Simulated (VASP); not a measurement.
Given:

```yaml
crystal:
  lattice:
    - [2.68588, 0.00000, 0.00000]
    - [0.00000, 2.68588, 0.00000]
    - [0.00000, 0.00000, 3.71297]
  atoms:
    - { symbol: Fe, position: [0.00000, 0.00000, 0.00000], spin: 2.9 }
    - { symbol: Pt, position: [0.50000, 0.50000, 0.50000], spin: 0.3 }
```

The numbers are results of PBEsol GGA, VASP's PBE PAW potentials (set 64) (plane waves; VASP), not measurements. Run with 400 eV cut-off, 15×15×11 Γ-centred mesh, tetrahedra with Blöchl corrections, potentials Fe Pt.

Unless said otherwise, spin-orbit coupling is left out, though it shifts the bands of the heavy elements here.

**Question.** Predict the cell moment, energy per atom (σ→0), band gap (on the k-mesh) with the smallest direct gap where there is one.

**Answer.** 
The band gap (on the k-mesh) is none (metal, semimetal or under 0.01 eV) and the cell moment is 3.18 μB. The energy per atom (σ→0) is -8.146 eV/atom.

**Question.** Give the moment on each site (PAW-sphere projection).

**Answer.** 
```
site  moment (μB)
----  -----------
Fe1          2.84
Pt2          0.31
```

The absolute energy has meaning only against runs of the same code, potentials and settings.

The compound is FePt in the L1_0 structure. It was relaxed first.
